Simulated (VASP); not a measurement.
Method: PBE GGA, VASP's PBE PAW potentials (set 64) (plane waves; VASP).

VASP ran on this input.

### INCAR
```
# general
SYSTEM  = CoPtO2
PREC    = Accurate
ENCUT   = 400
LREAL   = .FALSE.
LASPH   = .TRUE.

# electronic loop
EDIFF   = 1E-6
NELM    = 100
ALGO    = Normal
LMAXMIX = 6

# smearing
ISMEAR  = -1
SIGMA   = 0.1

# functional
GGA     = PE

# ions
ISIF    = 2

# output
LWAVE   = .FALSE.
LCHARG  = .FALSE.
```

POSCAR:
```
CoPtO2
1
    1.4122700000     0.8153740000     5.9393900000
   -1.4122700000     0.8153740000     5.9393900000
    0.0000000000    -1.6307490000     5.9393900000
Co Pt O
1 1 2
Direct
  0.5000000000   0.5000000000   0.5000000000
  0.0000000000   0.0000000000   0.0000000000
  0.8877590000   0.8877590000   0.8877590000
  0.1122410000   0.1122410000   0.1122410000
```

### KPOINTS
```
Automatic mesh
0
Gamma
13 13 13
0 0 0
```

POTCAR, in this order: Co Pt O (PBE.64 set). Program: vasp_std.

Output

File OSZICAR:
```
       N       E                     dE             d eps       ncg     rms          rms(c)
DAV:   1     0.227355370307E+03    0.22736E+03   -0.13464E+04  8994   0.146E+03
DAV:   2    -0.835566420131E+01   -0.23571E+03   -0.22028E+03  9491   0.367E+02
DAV:   3    -0.307589463881E+02   -0.22403E+02   -0.21415E+02 10135   0.127E+02
DAV:   4    -0.313540105771E+02   -0.59506E+00   -0.59151E+00  9806   0.209E+01
DAV:   5    -0.313703916443E+02   -0.16381E-01   -0.16376E-01 10992   0.343E+00    0.281E+01
DAV:   6    -0.331804912733E+02   -0.18101E+01   -0.44750E+01 10605   0.119E+02    0.365E+01
DAV:   7    -0.274108991127E+02    0.57696E+01   -0.26362E+01 10199   0.152E+02    0.181E+01
DAV:   8    -0.265038209713E+02    0.90708E+00   -0.67300E+00 11672   0.272E+01    0.590E+00
DAV:   9    -0.264813869568E+02    0.22434E-01   -0.33853E-01  9323   0.669E+00    0.210E+00
DAV:  10    -0.264803459583E+02    0.10410E-02   -0.21091E-02  9678   0.148E+00    0.819E-01
DAV:  11    -0.264783918526E+02    0.19541E-02   -0.28056E-03 11628   0.853E-01    0.391E-01
DAV:  12    -0.264776266893E+02    0.76516E-03   -0.11848E-03 12690   0.630E-01    0.180E-01
DAV:  13    -0.264775633166E+02    0.63373E-04   -0.29402E-04 11611   0.184E-01    0.675E-02
DAV:  14    -0.264775275017E+02    0.35815E-04   -0.70012E-05 11073   0.202E-01    0.315E-02
DAV:  15    -0.264775255933E+02    0.19085E-05   -0.11267E-05 11475   0.443E-02    0.718E-03
DAV:  16    -0.264775258396E+02   -0.24633E-06   -0.12069E-06  5017   0.112E-02
   1 F= -.26477526E+02 E0= -.26464052E+02  d E =-.269473E-01
```

**OUTCAR**
```
------------------------ aborting loop because EDIFF is reached ----------------------------------------
  FORCE on cell =-STRESS in cart. coord.  units (eV):
  Direction    XX          YY          ZZ          XY          YZ          ZX
  --------------------------------------------------------------------------------------
  Total        0.2338283      0.2338282      0.3923791     -0.0000000     -0.0000000      0.0000000
  in kB        9.1293484      9.1293455     15.3196416     -0.0000000     -0.0000009      0.0000000
  external PRESSURE =      11.1927785 kB  Pullay stress =       0.0000000 kB
  volume of cell :       41.04
      direct lattice vectors                 reciprocal lattice vectors
     1.412270000  0.815374000  5.939390000     0.354039950  0.204405093  0.056122498
    -1.412270000  0.815374000  5.939390000    -0.354039950  0.204405093  0.056122498
     0.000000000 -1.630749000  5.939390000     0.000000000 -0.408810187  0.056122463
 POSITION                                       TOTAL-FORCE (eV/Angst)
 -----------------------------------------------------------------------------------
      0.00000     -0.00000      8.90909         0.000000      0.000000      0.000000
      0.00000      0.00000      0.00000         0.000000      0.000000      0.000000
      0.00000     -0.00000     15.81824         0.000000     -0.000000      0.086420
      0.00000     -0.00000      1.99993         0.000000      0.000000     -0.086420
 -----------------------------------------------------------------------------------
    total drift:                               -0.000000     -0.000000      0.000000
  FREE ENERGIE OF THE ION-ELECTRON SYSTEM (eV)
  ---------------------------------------------------
  free  energy   TOTEN  =       -26.4775258396 eV

  energy  without entropy=      -26.4505785377  energy(sigma->0) =      -26.46405219
```
(Selected blocks of OUTCAR.)

At this cut-off the stress carries a Pulay error, which pulls relaxed volumes low.

The structure comes from a computed database's CoPtO2 entry; how it stands against other phases isn't given here. The cell was not relaxed at this level. The run is one of a series of settings (ISMEAR = -1, SIGMA = 0.1 against the base run), some of them coarse on purpose. The run is not spin-polarised, so no magnetic state was tried. The electron count is odd and the run is not spin-polarised, which forces a metal.
